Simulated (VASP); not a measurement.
Molecule: Cl2C, in a box.

```xyz
3
Lattice="12.0000 0.0000 0.0000 0.0000 11.0000 0.0000 0.0000 0.0000 11.0000" Properties=species:S:1:pos:R:3 pbc="T T T"
Cl    7.1339    5.0270    6.0834
Cl    4.8921    6.2708    4.9846
C     5.6656    4.7712    5.2493
```

Base run:

| Quantity | Value |
| --- | --- |
| Program | VASP 6.6.1 |
| Functional | PBE |
| Potentials or basis | VASP PAW PBE potentials, release 64 (Cl, C) |
| Cutoff | 520 eV |
| k mesh | 1 × 1 × 1 |
| Occupations | gaussian, width 0.01 eV |
| Spin | no spin polarisation |

Its results: gap between the frontier levels 1.81 eV; largest force 0.401 eV/Å.

After a change of settings the same cell gave: gap between the frontier levels 2.24 eV; largest force 0.208 eV/Å. Which change was it?
A. further incar settings from ALGO = Normal; EDIFF = 1e-07; NBANDS = 16 to ALGO = Normal; EDIFF = 1e-06
B. functional from PBE to r2SCAN
C. further incar settings from ALGO = Normal; EDIFF = 1e-07; NBANDS = 16 to ALGO = Normal; EDIFF = 1e-07; dispersion from none to TS

B.

r2SCAN gives the wider gap, since meta-GGAs in the generalised Kohn-Sham scheme recover part of the derivative discontinuity.

Caveats: the PAW data sets were made with another functional, which shifts forces and pressure a little (some runs).
